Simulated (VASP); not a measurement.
Data:

```
CaS
1.0
    3.98724     0.00000     0.00000
    0.00000     3.98724     0.00000
    0.00000     0.00000    26.14268
Ca S
4 4
Cartesian
  0.00000   1.99362   8.84224
  1.99362   0.00000  11.66165
  0.00000   1.99362  14.48103
  1.99362   0.00000  17.30044
  0.00000   1.99362  11.66165
  1.99362   0.00000   8.84224
  0.00000   1.99362  17.30044
  1.99362   0.00000  14.48103
```

Calculation: PBEsol GGA, VASP's PBE PAW potentials (set 64) (plane waves; VASP 6.6.1). Run with PREC = Normal, EDIFF = 1E-5, 400 eV cut-off, 5×5×1 Γ-centred mesh, Gaussian smearing of 0.050 eV, potentials Ca_sv S.

Problem. The ions are relaxed. What does this cell relax into?

Solution. 
```
CaS
1.0
    3.98724     0.00000     0.00000
    0.00000     3.98724     0.00000
    0.00000     0.00000    26.14268
Ca S
4 4
Cartesian
  0.00000   1.99362   8.90710
  1.99362   0.00000  11.63468
  0.00000   1.99362  14.50799
  1.99362   3.98724  17.23557
  0.00000   1.99362  11.67143
  1.99362   0.00000   8.80307
  0.00000   1.99362  17.33961
  1.99362   0.00000  14.47124
```

Problem. How much energy does the relaxation gain?

Solution. The energy (σ→0) changes by -4.5 meV/atom, in 6 ionic steps.

The cell is a thin slab with vacuum, built from CaS (rock salt): (100) face.
